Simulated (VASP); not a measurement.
# LiZn3 (Fm-3m) in VASP: notebook

The runs below take LiZn3 through single point, with LDA.

Everything below comes from runs of VASP 6.6.1. Logs are shortened: lines on timing, memory, paths and dates and some standing lists are left out, and cuts for length are marked.

## Step 1: The structure

Symmetry: Fm-3m, No. 225, cubic system. The conventional cell has a = 6.022 Å, b = 6.022 Å, c = 6.022 Å, α = 90.00°, β = 90.00°, γ = 90.00°. Li (site symmetry m-3m) is surrounded by 8 Zn at 2.61 Å. Zn (site symmetry -43m) is surrounded by 4 Li at 2.61 Å and 4 Zn at 2.61 Å. Around Zn (site symmetry m-3m) lie 8 Zn at 2.61 Å.

The cell comes from a database or a generator and needn't be the stable form of this composition.

## Step 2: Single point, LDA

The input, INCAR:

```
ALGO = Normal
EDIFF = 1E-6
ENCUT = 520
ISIF = 2
ISMEAR = -1
LASPH = True
LCHARG = False
LREAL = False
LWAVE = False
NBANDS = 28
NELM = 100
PREC = Accurate
SIGMA = 0.2
```

The input, KPOINTS:

```
k-points
0
Gamma
  7 7 7
```

The input, POSCAR:

```
LiZn3
1.0
    0.0000000000      3.0111111900      3.0111111900
    3.0111111900      0.0000000000      3.0111111900
    3.0111111900      3.0111111900      0.0000000000
Li Zn
1 3
Direct
    0.0000000000      0.0000000000      0.0000000000
    0.2499999992      0.2499999992      0.2499999992
    0.7499999992      0.7499999992      0.7499999992
    0.5000000000      0.5000000000      0.5000000000
```

Potentials or basis: VASP PAW LDA potentials, release 64 (Li_sv, Zn).

Command:

```console
cat potpaw_LDA.64/Li_sv/POTCAR potpaw_LDA.64/Zn/POTCAR > POTCAR
mpirun -np 1 vasp_std > vasp.out
```

OUTCAR:

```text
EDIFF = 1E-6
   ENCUT = 520
   ISIF = 2
   ISMEAR = -1
   LASPH = True
   LREAL = False
   NELM = 100
   PREC = Accurate

 ion  position               nearest neighbor table
   1  0.000  0.000  0.000-   2 2.61   3 2.61   3 2.61   3 2.61   2 2.61   2 2.61   2 2.61   3 2.61

   2  0.250  0.250  0.250-   1 2.61   4 2.61   4 2.61   4 2.61   1 2.61   1 2.61   1 2.61   4 2.61
                             3 3.01   3 3.01   3 3.01   3 3.01   3 3.01   3 3.01
   3  0.750  0.750  0.750-   4 2.61   1 2.61   1 2.61   1 2.61   4 2.61   4 2.61   4 2.61   1 2.61
                             2 3.01   2 3.01   2 3.01   2 3.01   2 3.01   2 3.01
   4  0.500  0.500  0.500-   3 2.61   2 2.61   2 2.61   2 2.61   3 2.61   3 2.61   3 2.61   2 2.61

  LATTYP: Found a face centered cubic cell.
 ALAT       =     6.0222223800

  Lattice vectors:

 A1 = (   0.0000000000,   3.0111111900,   3.0111111900)
 A2 = (   3.0111111900,   0.0000000000,   3.0111111900)
 A3 = (   3.0111111900,   3.0111111900,   0.0000000000)

Analysis of symmetry for initial positions (statically):
=====================================================================
 Subroutine PRICEL returns:
 Original cell was already a primitive cell.

 Routine SETGRP: Setting up the symmetry group for a
 face centered cubic supercell.

 Subroutine GETGRP returns: Found 48 space group operations
 (whereof 48 operations were pure point group operations)
 out of a pool of 48 trial point group operations.

The static configuration has the point symmetry O_h .

Analysis of symmetry for dynamics (positions and initial velocities):
=====================================================================
 Subroutine PRICEL returns:
 Original cell was already a primitive cell.

 Routine SETGRP: Setting up the symmetry group for a
 face centered cubic supercell.

 Subroutine GETGRP returns: Found 48 space group operations
 (whereof 48 operations were pure point group operations)
 out of a pool of 48 trial point group operations.

The dynamic configuration has the point symmetry O_h .

 Subroutine INISYM returns: Found 48 space group operations
 (whereof 48 operations are pure point group operations),
 and found     1 'primitive' translations

----------------------------------------------------------------------------------------

                                     Primitive cell

  volume of cell :      54.6022

  direct lattice vectors                    reciprocal lattice vectors
     0.000000000  3.011111190  3.011111190    -0.166051656  0.166051656  0.166051656
     3.011111190  0.000000000  3.011111190     0.166051656 -0.166051656  0.166051656
     3.011111190  3.011111190  0.000000000     0.166051656  0.166051656 -0.166051656

  length of vectors
     4.258354283  4.258354283  4.258354283     0.287609905  0.287609905  0.287609905

  position of ions in fractional coordinates (direct lattice)
     0.000000000  0.000000000  0.000000000
     0.249999999  0.249999999  0.249999999
     0.749999999  0.749999999  0.749999999
     0.500000000  0.500000000  0.500000000

  ion indices of the primitive-cell ions
   primitive index   ion index
                 1           1
                 2           2
                 3           3
                 4           4

----------------------------------------------------------------------------------------

 KPOINTS: k-points

Automatic generation of k-mesh.
 Grid dimensions read from file:
 generate k-points for:    7    7    7

 Generating k-lattice:

  Cartesian coordinates                     Fractional coordinates (reciprocal lattice)
    -0.023721665  0.023721665  0.023721665     0.142857143  0.000000000  0.000000000
     0.023721665 -0.023721665  0.023721665     0.000000000  0.142857143  0.000000000
     0.023721665  0.023721665 -0.023721665     0.000000000  0.000000000  0.142857143

  Length of vectors
     0.041087129  0.041087129  0.041087129

  Shift w.r.t. Gamma in fractional coordinates (k-lattice)
     0.000000000  0.000000000  0.000000000

 Subroutine IBZKPT returns following result:
 ===========================================

 Found     20 irreducible k-points:

 Following reciprocal coordinates:
            Coordinates               Weight
  0.000000  0.000000  0.000000      1.000000
  0.142857  0.000000  0.000000      8.000000
  0.285714  0.000000  0.000000      8.000000
  0.428571  0.000000  0.000000      8.000000
  0.142857  0.142857  0.000000      6.000000
  0.285714  0.142857  0.000000     24.000000
[... 12 lines left out ...]
 -0.428571  0.428571  0.142857     24.000000
 -0.285714  0.428571  0.142857     24.000000
   k-points           NKPTS =     20   k-points in BZ     NKDIM =     20   number of bands    NBANDS=     28
   number of dos      NEDOS =    301   number of ions     NIONS =      4
   total plane-waves  NPLWV =  32768
   dimension x,y,z NGX =    32 NGY =   32 NGZ =   32
   dimension x,y,z NGXF=    64 NGYF=   64 NGZF=   64
   ions per type =               1   3
   NGX,Y,Z   is equivalent  to a cutoff of  12.49, 12.49, 12.49 a.u.
   NGXF,Y,Z  is equivalent  to a cutoff of  24.99, 24.99, 24.99 a.u.
 SYSTEM =  unknown system
   PREC   = accura    normal or accurate (medium, high low for compatibility)
   ISTART =      0    job   : 0-new  1-cont  2-samecut
   ICHARG =      2    charge: 1-file 2-atom 10-const
   ISPIN  =      1    spin polarized calculation?
   LNONCOLLINEAR =      F non collinear calculations
   LSORBIT =      F    spin-orbit coupling
   LASPH  =      T    aspherical Exc in radial PAW
   ENCUT  =  520.0 eV  38.22 Ry    6.18 a.u.   7.92  7.92  7.92*2*pi/ulx,y,z
   NELM   =    100;   NELMIN=  2; NELMDL= -5     # of ELM steps
   EDIFF  = 0.1E-05   stopping-criterion for ELM
   LREAL  =      F    real-space projection
   EDIFFG = 0.1E-04   stopping-criterion for IOM
   NSW    =      0    number of steps for IOM
   IBRION =     -1    ionic relax: 0-MD 1-quasi-New 2-CG
   NFREE  =      0    steps in history (QN), initial steepest desc. (CG)
   ISIF   =      2    stress and relaxation
   ISYM   =      2    0-nonsym 1-usesym 2-fastsym
   POTIM  = 0.5000    time-step for ionic-motion
   TEBEG  =    0.0;   TEEND  =   0.0 temperature during run
   PSTRESS=    0.0 pullay stress
   NELECT =      39.0000    total number of electrons
   NUPDOWN=      -1.0000    fix difference up-down
   EMIN   =  10.00;   EMAX   =-10.00  energy-range for DOS
   EFERMI =   0.00;   METHOD = LEGACY
   ISMEAR =    -1;   SIGMA  =   0.20  broadening in eV -4-tet -1-fermi 0-gaus
   EFERMI_NEDOS =   21; number of points for ismear=-14 and -15
   IALGO  =     38    algorithm
   IMIX   =      4    mixing-type and parameters
     AMIX     =   0.40;   BMIX     =  1.00
     AMIX_MAG =   1.60;   BMIX_MAG =  1.00
  volume/ion in A,a.u.               =      13.65        92.12
  Fermi-wavevector in a.u.,A,eV,Ry     =   1.463388  2.765403 29.136948  2.141505
  Thomas-Fermi vector in A             =   2.579489
   LORBIT       =      0    0 simple, 1 ext, 2 COOP (PROOUT), +10 PAW based schemes
   GGA     = CA    functional components
   LHFCALC =     F    Hartree Fock is set to
   AEXX    =    0.0000 exact exchange contribution
   IVDW    =     0    specifies the selected vdW correction
   LEPSILON=     F    determine dielectric tensor
   LRPA    =     F    only Hartree local field effects (RPA)
 non-spin polarized calculation
  energy-cutoff  :      520.00
  volume of cell :       54.60
 maximum number of plane-waves:      1483
   NGX = 15   NGY = 15   NGZ = 15

 number of electron      39.0000009 magnetization

 Free energy of the ion-electron system (eV)
  ---------------------------------------------------
  ext. energy  EPLUGINS =         0.00000000
  ---------------------------------------------------
  free energy    TOTEN  =        -8.43870136 eV

  energy without entropy =       -8.31651405  energy(sigma->0) =       -8.37760770

 E-fermi :   2.9811     XC(G=0): -11.4811

 val. band max:        2.9770730191   @ k =   0.2857   0.1429   0.0000
 cond. band min:       3.2819131699   @ k =  -0.4286   0.1429   0.0000
 fundamental gap:      0.3048401508
 Fermi energy:         2.9811445685

 k-point     1 :       0.0000    0.0000    0.0000
  band No.  band energies     occupation
      1     -42.1394      2.00000
      2      -6.6776      2.00000
      3      -5.1945      2.00000
      4      -5.1945      2.00000
      5      -4.9099      2.00000
      6      -4.9099      2.00000
[... 20 lines left out ...]
     27       8.4013      0.00000
     28       8.7064      0.00000

 k-point     2 :       0.1429    0.0000    0.0000
  band No.  band energies     occupation
      1     -42.1392      2.00000
      2      -6.4510      2.00000
      3      -5.1616      2.00000
      4      -5.1616      2.00000
      5      -5.0119      2.00000
      6      -4.9629      2.00000
[... 20 lines left out ...]
     27       9.1749      0.00000
     28      10.5228      0.00000

 k-point     3 :       0.2857    0.0000    0.0000
  band No.  band energies     occupation
      1     -42.1391      2.00000
      2      -5.8376      2.00000
      3      -5.0689      2.00000
      4      -5.0689      2.00000
      5      -5.0431      2.00000
      6      -5.0066      2.00000
[... 20 lines left out ...]
     27      11.0506      0.00000
     28      14.2016      0.00000

 k-point     4 :       0.4286    0.0000    0.0000
  band No.  band energies     occupation
      1     -42.1390      2.00000
      2      -5.2539      2.00000
      3      -5.0328      2.00000
      4      -5.0328      2.00000
      5      -5.0171      2.00000
      6      -4.9580      2.00000
[... 454 lines left out ...]
     27      13.0841      0.00000
     28      15.4018      0.00000

 k-point    19 :      -0.4286    0.4286    0.1429
  band No.  band energies     occupation
      1     -42.1388      2.00000
      2      -5.2026      2.00000
      3      -5.1881      2.00000
      4      -5.1263      2.00000
      5      -5.0088      2.00000
      6      -4.8437      2.00000
[... 20 lines left out ...]
     27      14.0311      0.00000
     28      14.8883      0.00000

 k-point    20 :      -0.2857    0.4286    0.1429
  band No.  band energies     occupation
      1     -42.1388      2.00000
      2      -5.2128      2.00000
      3      -5.1548      2.00000
      4      -5.0655      2.00000
      5      -5.0031      2.00000
      6      -4.9571      2.00000
[... 20 lines left out ...]
     27      13.3415      0.00000
     28      15.6198      0.00000

------------------------ aborting loop because EDIFF is reached ----------------------------------------

  FORCE on cell =-STRESS in cart. coord.  units (eV):
  Direction    XX          YY          ZZ          XY          YZ          ZX
  --------------------------------------------------------------------------------------
  -------------------------------------------------------------------------------------
  Total       -1.2999929     -1.2999929     -1.2999929      0.0000000     -0.0000000     -0.0000000
  in kB      -38.1453125    -38.1453125    -38.1453125      0.0000000     -0.0000000     -0.0000000
  external PRESSURE =     -38.1453125 kB  Pullay stress =       0.0000000 kB

 VOLUME and BASIS-vectors are now :
 -----------------------------------------------------------------------------
  energy-cutoff  :      520.00
  volume of cell :       54.60
      direct lattice vectors                 reciprocal lattice vectors
     0.000000000  3.011111190  3.011111190    -0.166051656  0.166051656  0.166051656
     3.011111190  0.000000000  3.011111190     0.166051656 -0.166051656  0.166051656
     3.011111190  3.011111190  0.000000000     0.166051656  0.166051656 -0.166051656

 POSITION                                       TOTAL-FORCE (eV/Angst)
 -----------------------------------------------------------------------------------
      0.00000      0.00000      0.00000        -0.000000     -0.000000     -0.000000
      1.50556      1.50556      1.50556         0.000000      0.000000     -0.000000
      4.51667      4.51667      4.51667         0.000000     -0.000000      0.000000
      3.01111      3.01111      3.01111        -0.000000     -0.000000      0.000000
 -----------------------------------------------------------------------------------
    total drift:                                0.000001      0.000001      0.000001

  FREE ENERGIE OF THE ION-ELECTRON SYSTEM (eV)
  ---------------------------------------------------
  free  energy   TOTEN  =        -8.4387013583 eV

  energy  without entropy=       -8.3165140486  energy(sigma->0) =       -8.37760770
```

It used 43 s of CPU time on 1 thread of Intel(R) Xeon(R) Platinum 8175M CPU @ 2.50GHz (Skylake/Cascade Lake), on a shared host, which was overloaded at the time.

Results:

- Free energy: -8.4387 eV
- Band gap on the k mesh: none (metal or under the smearing width)

Caveat: the cutoff is under 1.25 times the usual one of these potentials, so pressure, stress and relaxed cells hold a basis-set (Pulay) error.

(Continued in part 2 of 2.)
